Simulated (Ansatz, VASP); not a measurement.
# Ca2TeSe (CuAu-ordered zincblende type (invented)) in two plane-wave programs

One calculation is typed for both programs; each brings its own data sets. How far apart do they land? The cell is generated by rule, not measured, and may not be a known phase. The cell is taken from a series of runs on this material, whose earlier steps may have relaxed, scaled, displaced or heated it; both programs get it as it stands.

Method: plane waves, with VASP 6.6.1 beside it; zone-centre phonons at PBEsol, in Ansatz 0.2.0.

## Step 1: The structure

It takes space group P-4m2 (No. 115, tetragonal). The conventional cell has a = 4.811 Å, b = 4.811 Å, c = 6.632 Å, α = 90.00°, β = 90.00°, γ = 90.00°. Se has 4 Ca at 2.84 Å nearest. Nearest to Te lie 4 Ca at 3.01 Å. Nearest to Ca lie 2 Se at 2.84 Å and 2 Te at 3.01 Å. Farther neighbours and most contacts between anions are not listed.

## Step 2: VASP: zone-centre phonons, PBEsol

Second derivatives magnify differences that forces hide, and they need a tight electronic threshold.

Lines of VASP's logs that name or quote its potential files are left out, and so is its time.

File INCAR:

```
SYSTEM = Ca2TeSe
PREC = Accurate
ENCUT = 500
EDIFF = 1E-08
NELM = 120
ISMEAR = 0
SIGMA = 0.01
LREAL = .FALSE.
ALGO = Normal
GGA = PS
NBANDS = 22
LORBIT = 11
LWAVE = .FALSE.
LCHARG = .FALSE.
ISIF = 2
IBRION = 8
LEPSILON = .TRUE.
LASPH = .TRUE.
GGA_COMPAT = .FALSE.
EFERMI = MIDGAP
KPAR = 2
```

File POSCAR:

```
Ca2TeSe
1.0
    4.8106265429      0.0000000000      0.0000000000
    0.0000000000      4.8106265429      0.0000000000
    0.0000000000      0.0000000000      6.6318243935
Se Te Ca
1 1 2
Direct
    0.0000000000      0.0000000000      0.0000000000
    0.5000000000      0.5000000000      0.5000000000
    0.0000000000      0.5000000000      0.2263429751
    0.5000000000      0.0000000000      0.7736570249
```

File KPOINTS:

```
Automatic mesh
0
Gamma
6 6 4
0 0 0
```

Potentials, in the order of the species: Se, Te and Ca_sv (PBE family, release 64).

Started as:

```bash
mpirun -np 2 vasp_std
```

Numbers of over 12 decimals in the logs are rounded to 6 here.

The program printed:

```text
[banner, memory and clock lines left out]
running    2 mpi-ranks, on    1 nodes
 distrk:  each k-point on    1 cores,    2 groups
 distr:  one band on    1 cores,    1 groups

 POSCAR found type information on POSCAR SeTeCa
 POSCAR found :  3 types and       4 ions
|                                                                             |
|               ----> ADVICE to this user running VASP <----                  |
|                                                                             |
|     You enforced a specific xc type in the INCAR file but a different       |
|     [... a line on the potential file left out ...]
|     I HOPE YOU KNOW WHAT YOU ARE DOING!                                     |
|                                                                             |

 LDA part: xc-table for (Slater+PW92), standard interpolation
 POSCAR, INCAR and KPOINTS ok, starting setup
 FFT: planning ... GRIDC
 FFT: planning ... GRID_SOFT
 FFT: planning ... GRID
 WAVECAR not read
 entering main loop
       N       E                     dE             d eps       ncg     rms          rms(c)
DAV:   1     0.243973970550E+03    0.24397E+03   -0.14218E+04  1328   0.123E+03
DAV:   2     0.113591411961E+01   -0.24284E+03   -0.23304E+03  1478   0.327E+02
DAV:   3    -0.170480482093E+02   -0.18184E+02   -0.18026E+02  2172   0.714E+01
DAV:   4    -0.183865372840E+02   -0.13385E+01   -0.13354E+01  2128   0.172E+01
DAV:   5    -0.184334187513E+02   -0.46881E-01   -0.46877E-01  1870   0.243E+00    0.601E+00
DAV:   6    -0.178137723407E+02    0.61965E+00   -0.11242E+00  1682   0.382E+00    0.373E+00
DAV:   7    -0.177211312105E+02    0.92641E-01   -0.57796E-01  1728   0.328E+00    0.134E+00
DAV:   8    -0.177287358072E+02   -0.76046E-02   -0.81889E-02  1694   0.147E+00    0.266E-01
DAV:   9    -0.177292234050E+02   -0.48760E-03   -0.54797E-03  1682   0.406E-01    0.161E-01
DAV:  10    -0.177309209339E+02   -0.16975E-02   -0.29167E-03  1854   0.251E-01    0.616E-02
DAV:  11    -0.177310637615E+02   -0.14283E-03   -0.60869E-04  1620   0.113E-01    0.241E-02
DAV:  12    -0.177310924692E+02   -0.28708E-04   -0.10859E-04  1672   0.574E-02    0.138E-02
DAV:  13    -0.177310932986E+02   -0.82943E-06   -0.23279E-05  2126   0.192E-02    0.488E-03
DAV:  14    -0.177310941357E+02   -0.83708E-06   -0.33005E-06  1690   0.103E-02    0.263E-03
DAV:  15    -0.177310946530E+02   -0.51729E-06   -0.86517E-07  1576   0.485E-03    0.117E-03
DAV:  16    -0.177310947242E+02   -0.71228E-07   -0.95488E-08  1672   0.139E-03    0.365E-04
DAV:  17    -0.177310946896E+02    0.34682E-07   -0.96051E-09  1206   0.673E-04    0.160E-04
DAV:  18    -0.177310947004E+02   -0.10892E-07   -0.33505E-09  1074   0.364E-04    0.402E-05
DAV:  19    -0.177310946986E+02    0.18481E-08   -0.90060E-10  1002   0.181E-04
   1 F= -.17731095E+02 E0= -.17731095E+02  d E =0.000000E+00
 Linear response reoptimize wavefunctions to high precision
DAV:   1    -0.177310946982E+02    0.39017E-09   -0.32543E-10  1110   0.117E-04
DAV:   2    -0.177310946982E+02   -0.35470E-10   -0.13940E-10   978   0.658E-05
 Linear response G [H, r] |phi>, progress :
  Direction:   1
       N       E                     dE             d eps       ncg     rms
RMM:   1    -0.118656380733E+03   -0.11866E+03    0.12969E+03  2344   0.208E+02
RMM:   2    -0.115783747169E+03    0.28726E+01   -0.72386E+01  2613   0.367E+01
RMM:   3    -0.118119401571E+03   -0.23357E+01   -0.15980E+01  3201   0.131E+01
RMM:   4    -0.118507869033E+03   -0.38847E+00   -0.39526E+00  3308   0.505E+00
RMM:   5    -0.118596130383E+03   -0.88261E-01   -0.83385E-01  3290   0.229E+00
RMM:   6    -0.118615045337E+03   -0.18915E-01   -0.21575E-01  3418   0.111E+00
RMM:   7    -0.118620526779E+03   -0.54814E-02   -0.72173E-02  3430   0.545E-01
RMM:   8    -0.118621541175E+03   -0.10144E-02   -0.74961E-03  3459   0.289E-01
RMM:   9    -0.118622041807E+03   -0.50063E-03   -0.11138E-02  3457   0.161E-01
RMM:  10    -0.118622113068E+03   -0.71261E-04    0.63227E-03  3475   0.927E-02
RMM:  11    -0.118622188110E+03   -0.75042E-04   -0.48418E-03  3459   0.534E-02
RMM:  12    -0.118622196623E+03   -0.85131E-05    0.33452E-03  3368   0.321E-02
RMM:  13    -0.118622207780E+03   -0.11156E-04   -0.19424E-03  3231   0.198E-02
RMM:  14    -0.118622211022E+03   -0.32420E-05    0.12874E-03  3184   0.129E-02
RMM:  15    -0.118622211926E+03   -0.90398E-06   -0.71270E-04  3174   0.886E-03
RMM:  16    -0.118622212443E+03   -0.51725E-06    0.61927E-04  3085   0.659E-03
RMM:  17    -0.118622212381E+03    0.61597E-07   -0.23448E-04  3022   0.526E-03
RMM:  18    -0.118622211914E+03    0.46689E-06    0.26382E-04  2994   0.451E-03
RMM:  19    -0.118622212369E+03   -0.45481E-06   -0.29873E-05  2975   0.404E-03
RMM:  20    -0.118622212006E+03    0.36287E-06    0.14663E-04  2970   0.374E-03
[...]
RMM:   5    -0.538056419253E-01   -0.55909E-04   -0.67706E-05  5423   0.200E-02    0.127E-02
RMM:   6    -0.538368595700E-01   -0.31218E-04   -0.10505E-05  5476   0.885E-03    0.248E-03
RMM:   7    -0.538285570527E-01    0.83025E-05   -0.66806E-06  5787   0.413E-03    0.770E-04
RMM:   8    -0.538291570978E-01   -0.60005E-06   -0.26996E-05  5973   0.198E-03    0.594E-04
RMM:   9    -0.538286279817E-01    0.52912E-06    0.78402E-06  6134   0.954E-04    0.129E-04
[...]
Linear response progress:
  Degree of freedom:   5/  7
       N       E                     dE             d eps       ncg     rms          rms(c)
RMM:   1    -0.451070250737E+00   -0.45107E+00    0.17167E+00  2696   0.114E+01
RMM:   2    -0.412418969327E+00    0.38651E-01   -0.12508E-01  4135   0.214E+00    0.181E-01
RMM:   3    -0.413921526913E+00   -0.15026E-02   -0.18770E-02  4635   0.588E-01    0.139E-01
RMM:   4    -0.414431749274E+00   -0.51022E-03   -0.29481E-03  5458   0.238E-01    0.623E-02
RMM:   5    -0.414487682497E+00   -0.55933E-04   -0.85705E-04  5787   0.923E-02    0.266E-02
RMM:   6    -0.414439466472E+00    0.48216E-04   -0.87478E-05  5790   0.386E-02    0.534E-03
RMM:   7    -0.414435002035E+00    0.44644E-05   -0.38711E-05  5583   0.203E-02    0.568E-03
RMM:   8    -0.414425355562E+00    0.96465E-05   -0.21330E-05  5903   0.112E-02    0.255E-03
RMM:   9    -0.414414515352E+00    0.10840E-04   -0.13671E-05  6043   0.790E-03    0.324E-04
RMM:  10    -0.414415001915E+00   -0.48656E-06   -0.12838E-05  6139   0.567E-03    0.311E-04
RMM:  11    -0.414415253109E+00   -0.25119E-06   -0.11273E-05  6223   0.459E-03    0.272E-04
RMM:  12    -0.414415196435E+00    0.56674E-07   -0.98979E-06  5957   0.396E-03    0.113E-04
RMM:  13    -0.414415862538E+00   -0.66610E-06   -0.87557E-06  5673   0.349E-03    0.515E-05
RMM:  14    -0.414415759129E+00    0.10341E-06   -0.75008E-06  6143   0.309E-03    0.477E-05
[...]
RMM:  18    -0.414416279764E+00   -0.11990E-06   -0.43262E-06  5362   0.208E-03    0.167E-04
RMM:  19    -0.414416360614E+00   -0.80850E-07   -0.36064E-06  5721   0.190E-03    0.189E-04
RMM:  20    -0.414416412536E+00   -0.51922E-07   -0.32441E-06  5175   0.175E-03    0.219E-04
RMM:  21    -0.414416487379E+00   -0.74843E-07   -0.30044E-06  5523   0.160E-03    0.240E-04
RMM:  22    -0.414416537772E+00   -0.50393E-07   -0.25343E-06  5216   0.147E-03    0.260E-04
RMM:  23    -0.414416627446E+00   -0.89675E-07   -0.23333E-06  5173   0.136E-03    0.275E-04
RMM:  24    -0.414416688505E+00   -0.61059E-07   -0.19637E-06  5429   0.126E-03    0.295E-04
RMM:  25    -0.414416839886E+00   -0.15138E-06   -0.24780E-06  5701   0.116E-03    0.312E-04
 first order change of Fermi-energy   0.84191E-05
 force on displaced ion       3 direction 1 :  -4.078   0.000   0.001
 Born effective charge ion    3 direction 1 :   1.879   0.000   0.000
 Linear response progress:
  Degree of freedom:   6/  7
       N       E                     dE             d eps       ncg     rms          rms(c)
RMM:   1    -0.445994294261E+00   -0.44599E+00    0.17530E+00  2768   0.111E+01
RMM:   2    -0.411413374396E+00    0.34581E-01   -0.11490E-01  4135   0.203E+00    0.191E-01
RMM:   3    -0.412513252994E+00   -0.10999E-02   -0.18050E-02  4772   0.605E-01    0.141E-01
RMM:   4    -0.412727002203E+00   -0.21375E-03   -0.28493E-03  5405   0.252E-01    0.520E-02
RMM:   5    -0.412821581002E+00   -0.94579E-04   -0.86513E-04  5720   0.962E-02    0.321E-02
RMM:   6    -0.412751545153E+00    0.70036E-04   -0.10674E-04  5740   0.475E-02    0.618E-03
RMM:   7    -0.412755474295E+00   -0.39291E-05   -0.48379E-05  5671   0.233E-02    0.696E-03
RMM:   8    -0.412742492659E+00    0.12982E-04   -0.22269E-05  5932   0.121E-02    0.317E-03
RMM:   9    -0.412730740528E+00    0.11752E-04   -0.12477E-05  6111   0.814E-03    0.831E-04
RMM:  10    -0.412728212048E+00    0.25285E-05   -0.83126E-06  6090   0.580E-03    0.223E-04
RMM:  11    -0.412728279831E+00   -0.67784E-07   -0.88734E-06  6279   0.454E-03    0.165E-04
RMM:  12    -0.412728388765E+00   -0.10893E-06   -0.68833E-06  6302   0.377E-03    0.112E-04
RMM:  13    -0.412728780588E+00   -0.39182E-06   -0.69352E-06  6275   0.325E-03    0.142E-04
RMM:  14    -0.412728107082E+00    0.67351E-06   -0.56553E-06  5183   0.299E-03    0.196E-04
RMM:  15    -0.412729329806E+00   -0.12227E-05   -0.53906E-06  4927   0.286E-03    0.452E-05
RMM:  16    -0.412729452083E+00   -0.12228E-06   -0.43744E-06  5842   0.236E-03    0.486E-05
RMM:  17    -0.412729470589E+00   -0.18505E-07   -0.35266E-06  5945   0.214E-03    0.860E-05
RMM:  18    -0.412729686320E+00   -0.21573E-06   -0.29649E-06  5414   0.196E-03    0.839E-05
RMM:  19    -0.412729890659E+00   -0.20434E-06   -0.28349E-06  5818   0.179E-03    0.889E-05
RMM:  20    -0.412730138310E+00   -0.24765E-06   -0.23303E-06  5640   0.165E-03    0.791E-05
 first order change of Fermi-energy  -0.29492E-05
 force on displaced ion       3 direction 2 :   0.000  -4.024  -0.001
 Born effective charge ion    3 direction 2 :   0.000   1.992   0.000
 Linear response progress:
  Degree of freedom:   7/  7
       N       E                     dE             d eps       ncg     rms          rms(c)
RMM:   1    -0.464332630713E+00   -0.46433E+00    0.16426E+00  2384   0.111E+01
RMM:   2    -0.423582796903E+00    0.40750E-01   -0.13998E-01  3499   0.235E+00    0.183E-01
RMM:   3    -0.424390546731E+00   -0.80775E-03   -0.21086E-02  4064   0.666E-01    0.136E-01
RMM:   4    -0.424932052780E+00   -0.54151E-03   -0.34974E-03  4822   0.272E-01    0.654E-02
RMM:   5    -0.425014291115E+00   -0.82238E-04   -0.80582E-04  4990   0.104E-01    0.206E-02
RMM:   6    -0.425017254796E+00   -0.29637E-05   -0.13602E-04  5270   0.418E-02    0.527E-03
RMM:   7    -0.424994992122E+00    0.22263E-04   -0.36198E-05  5268   0.195E-02    0.373E-03
RMM:   8    -0.424979763044E+00    0.15229E-04   -0.12266E-05  5315   0.112E-02    0.475E-04
RMM:   9    -0.424976551591E+00    0.32115E-05   -0.66426E-06  5489   0.641E-03    0.338E-04
RMM:  10    -0.424974094120E+00    0.24575E-05   -0.34562E-06  5385   0.428E-03    0.177E-04
RMM:  11    -0.424973877755E+00    0.21637E-06   -0.25989E-06  5461   0.308E-03    0.859E-05
RMM:  12    -0.424974109885E+00   -0.23213E-06   -0.17318E-06  5515   0.234E-03    0.485E-05
RMM:  13    -0.424974155025E+00   -0.45140E-07   -0.12886E-06  5677   0.185E-03    0.688E-05
RMM:  14    -0.424974155590E+00   -0.56549E-09   -0.92859E-07  5101   0.153E-03    0.129E-04
RMM:  15    -0.424974182090E+00   -0.26500E-07   -0.72576E-07  5476   0.128E-03    0.142E-04
RMM:  16    -0.424974241954E+00   -0.59864E-07   -0.66941E-07  4987   0.110E-03    0.141E-04
RMM:  17    -0.424974274093E+00   -0.32139E-07   -0.55224E-07  5439   0.945E-04    0.152E-04
 first order change of Fermi-energy   0.32652E-01
 force on displaced ion       3 direction 3 :   0.000   0.000  -4.977
 Born effective charge ion    3 direction 3 :   0.000   0.000   1.922
 Born effective charges drift removed
 Linear response finished
```

[end of part 1 of 3]

[Lines on the potential files, build, host, timing and source positions are cut from VASP's logs without a mark.]

[Logs are printed without paths, hosts, clocks, repeated set-up lines and the standing remarks that a program may print on its own settings, such as how far it seeks lower states.]

[Hosts, paths, dates, database ids (printed as entryN), source tags and the programs' standing remarks are cut or masked in the printed files.]
